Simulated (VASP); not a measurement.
Write the native input for VASP 6.6.1 that does the following.

| Item | Value |
| --- | --- |
| Task | relaxation of cell and atoms |
| Functional | PBE |
| Potentials or basis | VASP PAW PBE potentials, release 64 (Mg, Ti_sv, N) |
| Cutoff | 520 eV |
| k mesh | 5 × 5 × 2 |
| Occupations | gaussian, width 0.15 eV |
| Spin | no spin polarisation |
| Further INCAR settings | PREC = Normal; ALGO = Fast; EDIFF = 0.0001; IBRION = 2; EDIFFG = -0.08; NSW = 24; ISIF = 3 |

The structure of Mg2TiN2 lies in POSCAR:

```
Mg2TiN2
1.0
    3.1000000000      0.0000000000      0.0000000000
   -1.5500000000      2.6846787500      0.0000000000
    0.0000000000      0.0000000000      7.8700000000
Mg Ti N
2 1 2
Direct
    0.3333333300      0.6666666700      0.3200000000
    0.6666666700      0.3333333300      0.6800000000
    0.0000000000      0.0000000000      0.0000000000
    0.6666666700      0.3333333300      0.1500000000
    0.3333333300      0.6666666700      0.8500000000
```

The cell was built by a generator and needn't be a form met in nature.

One way to write it, as run:

INCAR

```
SYSTEM = Mg2TiN2
PREC = Normal ; ENCUT = 520
EDIFF = 1E-4 ; ISMEAR = 0
SIGMA = 0.15 ; LREAL = .FALSE.
LASPH = .TRUE. ; NELM = 60
ALGO = Fast ; ISIF = 3
LWAVE = .FALSE. ; LCHARG = .FALSE.
GGA = PE ; IBRION = 2
NSW = 24 ; EDIFFG = -0.08
```

KPOINTS

```
Automatic mesh
0
G
  5 5 2
  0 0 0
```

Potentials or basis: VASP PAW PBE potentials, release 64 (Mg, Ti_sv, N).

Launch:

```bash
$ cat potpaw_PBE.64/Mg/POTCAR potpaw_PBE.64/Ti_sv/POTCAR potpaw_PBE.64/N/POTCAR > POTCAR
$ mpirun -np 1 vasp_std > vasp.out
```

Results of the run:

| Quantity | Value |
| --- | --- |
| Relaxed volume | 12.36 Å³/atom |
| Relaxed cell | a = 3.055 Å, b = 3.055 Å, c = 7.648 Å, α = 90.00°, β = 90.00°, γ = 120.00° |
| Space group after relaxing (to 0.05 Å) | P-3m1 (No. 164) |
| Energy gained by relaxing | 39.4 meV/atom |
| Ionic steps | 9 |
| Pressure after relaxing | 0.0 GPa |
| Largest force after relaxing | 0.040 eV/Å |
| Band gap on the k mesh | none (metal or under the smearing width) |

Caveat: the k mesh is coarse (spacing up to 0.47 Å⁻¹), so the values aren't converged; the relaxation stopped at a loose force limit of 0.08 eV/Å, so its end isn't a converged minimum.

Wall time 44 s on 1 thread of Intel(R) Xeon(R) Platinum 8488C (Sapphire Rapids), on a shared host, peak memory 0.15 GiB.
